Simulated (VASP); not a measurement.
# CaMg4 (Pm-3m) in VASP: notebook, part 2 of 2

VASP 6.6.1.

**4. Single point, PBE (the structure that the rattled cell fell into)**

INCAR

```
PREC = Accurate
ENCUT = 520
EDIFF = 1E-6
ISMEAR = 0
SIGMA = 0.1
LREAL = False
LASPH = True
NELM = 80
ALGO = Fast
ISIF = 2
LWAVE = False
LCHARG = True
GGA = PE
LELF = True
LVHAR = True
NBANDS = 29
```

KPOINTS

```
regular mesh
0
Gamma
  4 4 2
```

POSCAR

```
CaMg4
1.0
    5.4186079929      0.0000000000      0.0000000000
    0.6597434090      5.8362814721      0.0000000000
    0.0480164981      0.0830784423      8.6771871932
Ca Mg
2 8
Direct
    0.9410760700      0.1064230340      0.9954791500
    0.0494029440      0.0989269209      0.5034704225
    0.0226903451      0.6078511717      0.7090390341
    0.0277018099      0.6122530723      0.2939553755
    0.3587234050      0.4616153772      0.0018164079
    0.5505662022      0.7468188040      0.4980093543
    0.4837536249      0.8610997123      0.8221852988
    0.4813035911      0.8673317332      0.1741908346
    0.5382609692      0.3201200242      0.6838943575
    0.5465210385      0.3175601503      0.3179597648
```

Potentials or basis: VASP PAW PBE potentials, release 64 (Ca_sv, Mg).

On the command line:

```sh
$ cat potpaw_PBE.64/Ca_sv/POTCAR potpaw_PBE.64/Mg/POTCAR > POTCAR
$ mpirun -np 1 vasp_std > vasp.out
```

OUTCAR:

```text
PREC = Accurate
   ENCUT = 520
   EDIFF = 1E-6
   ISMEAR = 0
   LREAL = False
   LASPH = True
   NELM = 80
   ISIF = 2
   GGA = PE

 ion  position               nearest neighbor table
   1  0.941  0.106  0.995-   5 3.25   8 3.36   7 3.37
   2  0.049  0.099  0.503-   6 3.22  10 3.30   9 3.32   3 3.39
   3  0.023  0.608  0.709-   9 3.11   6 3.18   5 3.19   7 3.21   7 3.28   9 3.29   2 3.39   6 3.55
                             4 3.60
   4  0.028  0.612  0.294-  10 3.14   6 3.16   5 3.17   8 3.18  10 3.29   8 3.33   6 3.52   3 3.60

   5  0.359  0.462  0.002-   7 2.94   8 2.97  10 3.01   9 3.01   4 3.17   3 3.19   1 3.25
   6  0.551  0.747  0.498-   8 2.91   7 2.91   9 2.97  10 2.98   4 3.16   3 3.18   2 3.22   4 3.52
                             3 3.55
   7  0.484  0.861  0.822-   6 2.91   5 2.94   9 2.98   8 3.06   3 3.21   3 3.28   1 3.37   9 3.39

   8  0.481  0.867  0.174-   6 2.91   5 2.97  10 2.99   7 3.06   4 3.18   4 3.33   1 3.36  10 3.43

   9  0.538  0.320  0.684-   6 2.97   7 2.98   5 3.01   3 3.11  10 3.18   3 3.29   2 3.32   7 3.39

  10  0.547  0.318  0.318-   6 2.98   8 2.99   5 3.01   4 3.14   9 3.18   4 3.29   2 3.30   8 3.43

  LATTYP: Found a triclinic cell.
 ALAT       =     5.8734523738
 B/A-ratio  =     0.9225592800
 C/A-ratio  =     1.4774475366
 COS(alpha) =     0.0055333095
 COS(beta)  =     0.0101347140
 COS(gamma) =     0.1123263401

  Lattice vectors:

 A1 = (  -0.6597434090,  -5.8362814721,   0.0000000000)
 A2 = (  -5.4186079929,   0.0000000000,   0.0000000000)
 A3 = (  -0.0480164981,  -0.0830784423,  -8.6771871932)

Analysis of symmetry for initial positions (statically):
=====================================================================
 Subroutine PRICEL returns:
 Original cell was already a primitive cell.

 Routine SETGRP: Setting up the symmetry group for a
 triclinic supercell.

 Subroutine GETGRP returns: Found  1 space group operations
 (whereof  1 operations were pure point group operations)
[... 155 lines left out ...]
   IVDW    =     0    specifies the selected vdW correction
   LEPSILON=     F    determine dielectric tensor
   LRPA    =     F    only Hartree local field effects (RPA)
 non-spin polarized calculation
 RMM-DIIS sequential band-by-band and
 Gauss-broadening in eV      SIGMA  =   0.10
  energy-cutoff  :      520.00
  volume of cell :      274.41
 maximum number of plane-waves:      7410
   NGX = 21   NGY = 21   NGZ = 33

 number of electron      35.9999999 magnetization

 Free energy of the ion-electron system (eV)
  ---------------------------------------------------
  ext. energy  EPLUGINS =         0.00000000
  ---------------------------------------------------
  free energy    TOTEN  =       -15.50167835 eV

  energy without entropy =      -15.46989359  energy(sigma->0) =      -15.48578597

 E-fermi :   2.2111     XC(G=0):  -8.1716

 val. band max:        2.1592789861   @ k =   0.0000   0.5000   0.5000
 cond. band min:       2.2312990897   @ k =   0.2500   0.0000   0.0000
 fundamental gap:      0.0720201036
 Fermi energy:         2.2110654056

 k-point     1 :       0.0000    0.0000    0.0000
  band No.  band energies     occupation
      1     -39.6759      2.00000
      2     -39.4014      2.00000
      3     -20.6972      2.00000
      4     -20.6649      2.00000
      5     -20.6608      2.00000
      6     -20.4257      2.00000
[... 629 lines left out ...]
     28       5.0556      0.00000
     29       5.8446      0.00000

------------------------ aborting loop because EDIFF is reached ----------------------------------------

  FORCE on cell =-STRESS in cart. coord.  units (eV):
  Direction    XX          YY          ZZ          XY          YZ          ZX
  --------------------------------------------------------------------------------------
  -------------------------------------------------------------------------------------
  Total        1.2055326     -1.3550583      0.7389102     -0.1851145     -0.0693605     -0.0460374
  in kB        7.0386053     -7.9116240      4.3141906     -1.0808066     -0.4049672     -0.2687934
  external PRESSURE =       1.1470573 kB  Pullay stress =       0.0000000 kB

 VOLUME and BASIS-vectors are now :
 -----------------------------------------------------------------------------
  energy-cutoff  :      520.00
  volume of cell :      274.41
      direct lattice vectors                 reciprocal lattice vectors
     5.418607993  0.000000000  0.000000000     0.184549242 -0.020861767 -0.000821493
     0.659743409  5.836281472  0.000000000     0.000000000  0.171341976 -0.001640488
     0.048016498  0.083078442  8.677187193     0.000000000  0.000000000  0.115244719

 POSITION                                       TOTAL-FORCE (eV/Angst)
 -----------------------------------------------------------------------------------
      5.21733      0.70382      8.63796         0.029983      0.032654      0.018147
      0.35714      0.61919      4.36871        -0.051680      0.056085     -0.019405
      0.55802      3.60650      6.15246        -0.074558     -0.012072      0.086871
      0.56815      3.59770      2.55071        -0.083879     -0.017906     -0.082656
      2.24842      2.69427      0.01576         0.092101     -0.159644      0.023045
      3.49992      4.40002      4.32132         0.157000      0.086171      0.000952
      3.22885      5.09393      7.13426        -0.007804     -0.014686     -0.020740
      3.18858      5.07646      1.51149        -0.010263     -0.012330      0.010358
      3.16066      1.92513      5.93428        -0.016985      0.022030      0.048393
      3.18616      1.87979      2.75900        -0.033916      0.019697     -0.064963
 -----------------------------------------------------------------------------------
    total drift:                               -0.000382     -0.000976     -0.000128

  FREE ENERGIE OF THE ION-ELECTRON SYSTEM (eV)
  ---------------------------------------------------
  free  energy   TOTEN  =       -15.5016783507 eV

  energy  without entropy=      -15.4698935857  energy(sigma->0) =      -15.48578597
```

OSZICAR:

```text
N       E                     dE             d eps       ncg     rms          rms(c)
DAV:   1     0.173140669400E+03    0.17314E+03   -0.13698E+04  1232   0.983E+02
DAV:   2    -0.322871390068E+01   -0.17637E+03   -0.17127E+03  1314   0.228E+02
DAV:   3    -0.146351071631E+02   -0.11406E+02   -0.11204E+02  1920   0.412E+01
DAV:   4    -0.156782502802E+02   -0.10431E+01   -0.10273E+01  1800   0.106E+01
DAV:   5    -0.157076766677E+02   -0.29426E-01   -0.29383E-01  1678   0.174E+00    0.413E+00
RMM:   6    -0.155315688096E+02    0.17611E+00   -0.29310E-01  1745   0.219E+00    0.266E+00
RMM:   7    -0.155068905802E+02    0.24678E-01   -0.21748E-01  1789   0.201E+00    0.997E-01
RMM:   8    -0.155032177540E+02    0.36728E-02   -0.46937E-02  1824   0.133E+00    0.141E-01
RMM:   9    -0.155017911917E+02    0.14266E-02   -0.66179E-03  1865   0.560E-01    0.669E-02
RMM:  10    -0.155016646691E+02    0.12652E-03   -0.22872E-03  1812   0.224E-01    0.270E-02
RMM:  11    -0.155016417177E+02    0.22951E-04   -0.65013E-04  1855   0.133E-01    0.119E-02
RMM:  12    -0.155016666714E+02   -0.24954E-04   -0.23220E-04  2141   0.583E-02    0.639E-03
RMM:  13    -0.155016733264E+02   -0.66549E-05   -0.71395E-05  2175   0.280E-02    0.313E-03
RMM:  14    -0.155016763698E+02   -0.30434E-05   -0.28575E-05  2084   0.173E-02    0.112E-03
RMM:  15    -0.155016775239E+02   -0.11541E-05   -0.13596E-05  1844   0.118E-02    0.113E-03
RMM:  16    -0.155016783507E+02   -0.82682E-06   -0.69463E-06  1627   0.876E-03
   1 F= -.15501678E+02 E0= -.15485786E+02  d E =-.317848E-01
```

It took 3.3 min on 1 thread of Intel Xeon Platinum 8559C (Emerald Rapids), shared host; peak memory 0.43 GiB.

What came out:

```yaml
Free_energy: -15.5017 eV
Pressure: 0.1 GPa
Largest_force: 0.186 eV/Å
Band_gap_on_the_k_mesh: none (metal or under the smearing width)
```

Forces in eV/Å, atoms in the order of the input:
```
Ca   0.030  0.033  0.018
Ca  -0.052  0.056 -0.019
Mg  -0.075 -0.012  0.087
Mg  -0.084 -0.018 -0.083
Mg   0.092 -0.160  0.023
Mg   0.157  0.086  0.001
Mg  -0.008 -0.015 -0.021
Mg  -0.010 -0.012  0.010
Mg  -0.017  0.022  0.048
Mg  -0.034  0.020 -0.065
```

Caveat: the k mesh is coarse (spacing up to 0.36 Å⁻¹), so the values aren't converged.

**5. The runs side by side**

| task | cell | k mesh | cutoff (eV) | mesh quality | gap on the mesh (eV) | pressure (GPa) |
| --- | --- | --- | --- | --- | --- | --- |
| single point | random cell by space group and Wyckoff sites (Pm-3m, No. 221) | 8 × 8 × 8 | 520 | not flagged | none | 0.0 |
| relaxation of cell and atoms | relaxed from: random cell by space group and Wyckoff sites (Pm-3m, No. 221) | 8 × 8 × 8 | 600 | not flagged | none | 0.0 |
| single point | the structure that the rattled cell fell into | 4 × 4 × 2 | 520 | coarse | none | 0.1 |

Alike in all rows: level PBE; potentials or basis VASP PAW PBE potentials, release 64 (Ca_sv, Mg); no spin polarisation; smearing gaussian 0.1 eV.

Caveats: some runs use coarse meshes.

Absolute energies hang on the potentials; compare differences alone.
